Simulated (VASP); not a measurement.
# Quasiparticle energies of MgO (Periclase) in VASP, part 4 of 4

Wanted: how far GW moves the Kohn-Sham levels of MgO (Periclase). The cell is of the rock-salt type, one of the forms listed for this formula. The start is a cell from a database of measured crystal structures.

VASP 6.6.1, plane waves and PAW; the level of theory is named at each step.

So far, quasiparticle gap on the mesh (eV): step 3 (G0W0, bands in the sums 24) 7.09; step 9 (G0W0, bands in the sums 56) 7.22; step 11 (G0W0, bands in the sums 64) 7.25; step 13 (G0W0, bands in the sums 80) 7.27; step 15 (G0W0, bands in the sums 104) 7.30.

The database entry behind the starting cell differs from later determinations by our own check (about 0.1 % long), so it need not match the best structure at ambient conditions.

### 17. G0W0, bands in the sums 128

This step: G0W0 on PBE; plane waves and PAW (Mg_GW, O_GW) (VASP 6.6.1).

The sums now run over 128 bands at the same response cutoff.

INCAR

```
SYSTEM = MgO
PREC = Accurate
ENCUT = 440
ISMEAR = 0
SIGMA = 0.01
LREAL = .FALSE.
GGA = PE
NBANDS = 128
ALGO = EVGW0
NELMGW = 1
ENCUTGW = 200
NOMEGA = 64
PRECFOCK = Fast
NBANDSGW = 16
LWAVE = .FALSE.
LCHARG = .FALSE.
```

POSCAR

```
MgO
1.0
    0.0000000000      2.1085000000      2.1085000000
    2.1085000000      0.0000000000      2.1085000000
    2.1085000000      2.1085000000      0.0000000000
Mg O
1 1
Direct
    0.0000000000      0.0000000000      0.0000000000
    0.5000000000      0.5000000000      0.5000000000
```

KPOINTS

```
Automatic mesh
0
Gamma
4 4 4
0 0 0
```

PAW data sets: Mg_GW and O_GW (PBE family, release 64).

On the command line:

```console
$ mpirun -np 8 vasp_std
```

The log of the run:

```text
[banner, memory and clock lines left out]
running    8 mpi-ranks, on    1 nodes
[...]
[... a notice as in an earlier step ...]

 [... a notice as in an earlier step ...]

 LDA part: xc-table for (Slater+PW92), standard interpolation
 found WAVECAR, reading the header
 POSCAR, INCAR and KPOINTS ok, starting setup
[...]
reading WAVECAR
 the WAVECAR file was read successfully
 initial charge from wavefunction
 available memory per node:     61.34 GB, setting MAXMEM to     62810

 The Fermi energy was updated, please check that it is located mid-gap
 values below the HOMO (VB) or above the LUMO (CB) will cause erroneous energies
 E-fermi :   5.5147

 calculate exact exchange contribution
 the WAVEDER file was read successfully
energies w=
    0.000    0.000    0.644    0.000    1.287    0.000    1.927    0.000
    2.563    0.000    3.193    0.000    3.817    0.000    4.433    0.000
    5.042    0.000    5.643    0.000    6.235    0.000    6.820    0.000
[...]
total number of BLAS operations         58.91 Gflops
NQ=   4    0.2500    0.2500    0.0000,
|.........|.........|.........|.........|.........|.........|.........|.........
 performed        723000 updates of chi_q(r,r)
 total number of BLAS operations         85.79 Gflops
NQ=   5    0.5000    0.2500    0.0000,
|.........|.........|.........|.........|.........|.........|.........|.........
 performed       1032000 updates of chi_q(r,r)
 total number of BLAS operations        120.83 Gflops
NQ=   6   -0.2500    0.2500    0.0000,
|.........|.........|.........|.........|.........|.........|.........|.........
 performed       1300000 updates of chi_q(r,r)
 total number of BLAS operations        154.36 Gflops
NQ=   7    0.5000    0.5000    0.0000,
|.........|.........|.........|.........|.........|.........|.........|.........
 performed       1453000 updates of chi_q(r,r)
 total number of BLAS operations        170.90 Gflops
NQ=   8   -0.2500    0.5000    0.2500,
|.........|.........|.........|.........|.........|.........|.........|.........
 performed       1672000 updates of chi_q(r,r)
 total number of BLAS operations        194.49 Gflops
 resolving degeneracies of screened two electron integrals

 calculate QP shifts <psi_nk| G(iteration)W_0 |psi_nk>: iteration 1
 entering main loop
```

Run time: 4.2 s. Hardware: 8 MPI ranks of Intel Xeon 6975P-C (Granite Rapids), shared host; peak memory 1.1 GiB; 29 s of CPU time.

Parts of OUTCAR (step 17):

```text
 QP shifts <psi_nk| G(iteration)W_0 |psi_nk>: iteration 1
 for sc-GW calculations column KS-energies equals QP-energies in previous step
 and V_xc(KS)=  KS-energies - (<T + V_ion + V_H > + <T+V_H+V_ion>^1  + <V_x>^1)
 k-point   1 :       0.0000    0.0000    0.0000
  band No.  KS-energies  QP-energies   sigma(KS)   V_xc(KS)     V^pw_x(r,r')   Z            occupation Imag(sigma)
      1     -14.0781     -16.2694     -21.3681     -18.1235     -29.9032       0.6754       2.0000       1.1080
      2       3.1730       1.7388     -21.5534     -19.7183     -25.3016       0.7816       2.0000       0.0823
      3       3.1730       1.7388     -21.5534     -19.7183     -25.3016       0.7816       2.0000       0.0823
      4       3.1730       1.7388     -21.5534     -19.7183     -25.3016       0.7816       2.0000       0.0823
      5       7.8564       9.0458     -10.7289     -12.1583      -7.2643       0.8321       0.0000      -0.0504
      6      18.9482      20.1090      -7.6145      -9.0243      -3.0494       0.8234       0.0000      -0.0958
      7      18.9482      20.1090      -7.6145      -9.0243      -3.0494       0.8234       0.0000      -0.0958
      8      18.9482      20.1090      -7.6145      -9.0243      -3.0494       0.8234       0.0000      -0.0958
    ...

[... 1 part as in an earlier step ...]

[... 2 further parts left out ...]
[key lines of the parts left out:]
E-fermi :   5.5147
```

The gap is now 7.307 eV, +12 meV against the GW run before.

### 18. Summary

This step: GW series: G0W0 on PBE; plane waves and PAW (VASP 6.6.1).

No new run; the numbers come from the runs before.

G0W0 on a 4x4x4 mesh; cost is wall time times ranks on a shared host, with the step that makes the empty bands but not the self-consistent start. G0W0 series:

```
bands in the sums  quasiparticle gap (eV)  direct quasiparticle gap (eV)  cost (core minutes)
               24                   7.089                          7.089                 0.48
               32                   7.165                          7.165                 0.48
               40                   7.184                          7.184                 0.48
               56                   7.223                          7.223                 0.53
               64                   7.247                          7.247                 0.59
               80                   7.269                          7.269                 0.59
              104                   7.295                          7.295                 0.64
              128                   7.307                          7.307                 0.72
```

### 19. Results

```
G0W0 on PBE, 128 bands, ENCUTGW 200 eV, NOMEGA 64, mesh 4×4×4 : 4.683 → 7.307 eV
G0W0 on PBE, 24 bands, ENCUTGW 200 eV, NOMEGA 64, mesh 4×4×4  : 4.683 → 7.089 eV
```

G0W0 gives a quasiparticle gap of 7.307 eV on the mesh, 2.62 eV over the PBE gap on the same mesh. The steps of the series move the gap by +76, +19, +39, +24, +22, +26, +12 meV; the last costs 1.1 times the one before. The last step lies within a tolerance of 30 meV, picked for this account, and the last two together move the gap by +38 meV. Response cutoff and mesh weren't varied, so the series can only reach this cutoff's value, and band edges off the mesh aren't seen. On a mesh this coarse the value is a test of cost more than a converged gap. Not tabulated here, as repeats of values shown or as unfit to read for their mesh, reference level or band range: eps2 curves (empty bands); eps1 curves and static values (empty bands); gaps (empty bands).

[Lines on the potential files, build, host, timing and source positions are cut from VASP's logs without a mark.]

[Logs are printed without paths, hosts, clocks, repeated set-up lines and the standing remarks that a program may print on its own settings, such as how far it seeks lower states.]

[Hosts, paths, dates, database ids (printed as entryN), source tags and the programs' standing remarks are cut or masked in the printed files.]

[Pressures printed for these runs are not shown converged in the cutoff: they can be off by several GPa and have the wrong sign.]
